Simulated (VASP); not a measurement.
Level of theory: PBE GGA, VASP's PBE PAW potentials (set 64) (plane waves; VASP).

VASP input:

KPOINTS:
```
Regular mesh
0
Gamma
18 18 10
0 0 0
```

**INCAR**
```
SYSTEM  =  Be
PREC  =  Accurate; ENCUT  =  520; LREAL  =  .FALSE.
LASPH  =  .TRUE.
EDIFF  =  1E-7; NELM  =  100; ALGO  =  Normal
ISMEAR  =  1; SIGMA  =  0.1
GGA  =  PE
IBRION  =  2; NSW  =  30; ISIF  =  4
EDIFFG  =  -0.01
LWAVE  =  .FALSE.; LCHARG  =  .FALSE.
```

### POSCAR
```
Be
1
    1.1220114998    -1.9433807566     0.0000000000
    1.1220114998     1.9433807566     0.0000000000
    0.0000000000     0.0000000000     3.5218885351
Be
2
Direct
  0.3333330000   0.6666670000   0.2500000000
  0.6666670000   0.3333330000   0.7500000000
```

POTCAR, in this order: Be (PBE.64 set). Program: vasp_std.

Problem. Predict the energy per atom (σ→0), band gap (on the k-mesh).

Solution. 
The energy per atom (σ→0) is -3.762 eV/atom and the band gap (on the k-mesh) is none (metal, semimetal or under 0.01 eV).

OSZICAR:
```
...
DAV:  12    -0.752374459941E+01    0.31129E-08   -0.13145E-10  1794   0.140E-04
   1 F= -.75237446E+01 E0= -.75237087E+01  d E =-.752374E+01
       N       E                     dE             d eps       ncg     rms          rms(c)
DAV:   1    -0.752470675597E+01   -0.96215E-03   -0.99850E-03  3372   0.669E-01    0.384E-02
DAV:   2    -0.752469715401E+01    0.96020E-05   -0.43692E-05  3210   0.618E-02    0.234E-02
DAV:   3    -0.752468885344E+01    0.83006E-05   -0.48394E-06  3594   0.137E-02    0.311E-04
DAV:   4    -0.752468885545E+01   -0.20058E-08   -0.39468E-08  2898   0.199E-03
   2 F= -.75246889E+01 E0= -.75246334E+01  d E =-.944256E-03
```

The compound is Be in the hcp structure. This cell is one point of a volume scan, at 0.97 of the reference volume. Symmetry was kept, so distortions that lower it aren't found.
